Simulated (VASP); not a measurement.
A calculation with VASP 6.6.1 of Nd3Cu (ASE script, structure typed inline):

run.py

```python
from ase import Atoms
from ase.calculators.vasp import Vasp
from ase.dft.bandgap import bandgap

atoms = Atoms(
    ['Nd', 'Nd', 'Nd', 'Cu'],
    cell=[[-2.33724911, 2.33724911, 5.02515419], [2.33724911, -2.33724911, 5.02515419], [2.33724911, 2.33724911, -5.02515419]],
    scaled_positions=[[0.5, 0.5, 0.0], [0.25, 0.75, 0.5], [0.75, 0.25, 0.5], [0.0, 0.0, 0.0]],
    pbc=True,
)
atoms.set_initial_magnetic_moments([3.0, 3.0, 3.0, 0.6])
calc = Vasp(
    directory='calc',
    xc='pbe',
    pp='PBE',
    setups={'base': 'minimal', 'Nd': '_3', 'Cu': '_pv'},
    prec='Accurate',
    encut=600,
    ediff=1e-07,
    ismear=0,
    sigma=0.1,
    lreal=False,
    lasph=True,
    nelm=150,
    algo='Normal',
    isif=2,
    lwave=False,
    lcharg=False,
    ispin=2,
    lorbit=11,
    lmaxmix=6,
    kpts=[8, 8, 8],
    gamma=True,
)
atoms.calc = calc

print('energy (eV):', atoms.get_potential_energy())
print('free energy (eV):', atoms.get_potential_energy(force_consistent=True))
print('forces (eV/A):')
print(atoms.get_forces())
print('stress (eV/A^3, Voigt):', atoms.get_stress())
print('Fermi level (eV):', calc.get_fermi_level())
print('moment (muB):', atoms.get_magnetic_moment())
print('site moments (muB):', atoms.get_magnetic_moments())
gap, top, bottom = bandgap(calc)
print('band gap (eV):', gap, 'from (spin, k, band)', top, 'to', bottom)
```

Potentials or basis: VASP PAW PBE potentials, release 64 (Nd_3, Cu_pv), 4f in core.

Run with:

```console
$ python run.py
```

The cell comes from a database or a generator and needn't be the stable form of this composition.

Q: Write the same calculation in another form: native input, structure from a POSCAR.

A: As run:

File INCAR:

```
SYSTEM = Nd3Cu
PREC = Accurate
ENCUT = 600
EDIFF = 1E-6
ISMEAR = 0
SIGMA = 0.1
LREAL = .FALSE.
LASPH = .TRUE.
NELM = 150
ALGO = Normal
ISIF = 2
LWAVE = .FALSE.
LCHARG = .FALSE.
ISPIN = 2
MAGMOM = 3 3 3 0.6
LORBIT = 11
LMAXMIX = 6
GGA = PE
```

The input KPOINTS:

```
Automatic mesh
0
G
  8 8 8
  0 0 0
```

Contents of POSCAR:

```
Nd3Cu
1.0
   -2.3372491100      2.3372491100      5.0251541900
    2.3372491100     -2.3372491100      5.0251541900
    2.3372491100      2.3372491100     -5.0251541900
Nd Cu
3 1
Cartesian
    0.0000000000      0.0000000000      5.0251541900
    2.3372491100      0.0000000000      2.5125770950
    0.0000000000      2.3372491100      2.5125770950
    0.0000000000      0.0000000000      0.0000000000
```

Potentials or basis: VASP PAW PBE potentials, release 64 (Nd_3, Cu_pv), 4f in core.

Launch:

```sh
$ cat potpaw_PBE.64/Nd_3/POTCAR potpaw_PBE.64/Cu_pv/POTCAR > POTCAR
$ mpirun -np 1 vasp_std > vasp.out
```

Both were run:

|  | ASE script, structure typed inline | native input, structure from a POSCAR |
| --- | --- | --- |
| Pressure | 0.9 GPa | 1.0 GPa |
| Band gap on the k mesh | none (metal or under the smearing width) | none (metal or under the smearing width) |
| Net moment | 0.00 μB per cell | 0.00 μB per cell |
| Valence electrons inside the program's atomic spheres | Nd 8.97, 9.03; Cu 15.28 | Nd 8.97, 9.03; Cu 15.28 |

Keys that steer only the numerical path or the files written may differ.

Caveat: the magnetic or orbital state may not be the lowest; spin-orbit coupling is left out, which moves the levels of the heavy elements; the 4f electrons are frozen in the core as for a trivalent ion, so they carry no moment and show no levels.
